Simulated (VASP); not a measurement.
All values below come from RPBE GGA, VASP's PBE PAW potentials (set 64) (plane waves; VASP).

Input for VASP

**KPOINTS**
```
kpoints
0
G
8 8 5
```

INCAR:
```
ALGO=Normal
EDIFF=1E-7
EDIFFG=-0.01
ENCUT=520
GGA=RP
IBRION=2
ISIF=4
ISMEAR=0
LASPH=.TRUE.
LCHARG=.FALSE.
LREAL=.FALSE.
LWAVE=.FALSE.
NELM=100
NSW=30
PREC=Accurate
SIGMA=0.05
SYSTEM=AlN
```

File POSCAR:
```
AlN
1
    1.5577209205    -2.6980517723     0.0000000000
    1.5577209205     2.6980517723     0.0000000000
    0.0000000000     0.0000000000     4.9867326688
Al N
2 2
Direct
  0.6666670000   0.3333330000   0.5000178063
  0.3333330000   0.6666670000   0.0000178063
  0.6666670000   0.3333330000   0.8819821937
  0.3333330000   0.6666670000   0.3819821937
```

POTCAR, in this order: Al N (PBE.64 set). Program: vasp_std.

What VASP printed:

File OSZICAR:
```
       N       E                     dE             d eps       ncg     rms          rms(c)
DAV:   1     0.560343490478E+02    0.56034E+02   -0.76257E+03   720   0.119E+03
DAV:   2    -0.287303327277E+02   -0.84765E+02   -0.79522E+02  1088   0.229E+02
DAV:   3    -0.328937600647E+02   -0.41634E+01   -0.41505E+01   944   0.548E+01
DAV:   4    -0.329283011104E+02   -0.34541E-01   -0.34534E-01   816   0.584E+00
DAV:   5    -0.329287971353E+02   -0.49602E-03   -0.49601E-03   920   0.718E-01    0.123E+01
DAV:   6    -0.282838697449E+02    0.46449E+01   -0.16360E+01   868   0.311E+01    0.459E+00
DAV:   7    -0.283172748832E+02   -0.33405E-01   -0.64510E-01   784   0.642E+00    0.305E+00
DAV:   8    -0.283307712272E+02   -0.13496E-01   -0.74646E-02   812   0.295E+00    0.487E-01
DAV:   9    -0.283266129184E+02    0.41583E-02   -0.19932E-02   932   0.110E+00    0.250E-01
DAV:  10    -0.283275769087E+02   -0.96399E-03   -0.38530E-03   812   0.476E-01    0.152E-01
DAV:  11    -0.283274485142E+02    0.12839E-03   -0.43367E-04   856   0.162E-01    0.355E-02
DAV:  12    -0.283274548985E+02   -0.63843E-05   -0.18571E-05   768   0.445E-02    0.129E-02
DAV:  13    -0.283274543845E+02    0.51400E-06   -0.13312E-05   876   0.274E-02    0.781E-03
DAV:  14    -0.283274543014E+02    0.83092E-07   -0.95186E-07   844   0.893E-03
   1 F= -.28327454E+02 E0= -.28327454E+02  d E =-.283275E+02
```

OUTCAR:
```
------------------------ aborting loop because EDIFF is reached ----------------------------------------
  FORCE on cell =-STRESS in cart. coord.  units (eV):
  Direction    XX          YY          ZZ          XY          YZ          ZX
  --------------------------------------------------------------------------------------
  Total        1.5877904      1.5877904      1.5897630      0.0000000      0.0000000      0.0000000
  in kB       60.6900860     60.6900857     60.7654812      0.0000000      0.0000000      0.0000000
  external PRESSURE =      60.7152176 kB  Pullay stress =       0.0000000 kB
  volume of cell :       41.92
      direct lattice vectors                 reciprocal lattice vectors
     1.557720920 -2.698051772  0.000000000     0.320981758 -0.185318905  0.000000000
     1.557720920  2.698051772  0.000000000     0.320981758  0.185318905  0.000000000
     0.000000000  0.000000000  4.986732669     0.000000000  0.000000000  0.200532105
  FREE ENERGIE OF THE ION-ELECTRON SYSTEM (eV)
  ---------------------------------------------------
  free  energy   TOTEN  =       -28.3274543014 eV

  energy  without entropy=      -28.3274543014  energy(sigma->0) =      -28.32745430

 reached required accuracy - stopping structural energy minimisation
```
(Selected blocks of OUTCAR.)

The compound is AlN in the wurtzite structure. This cell is one point of a volume scan, at 0.97 of the reference volume.
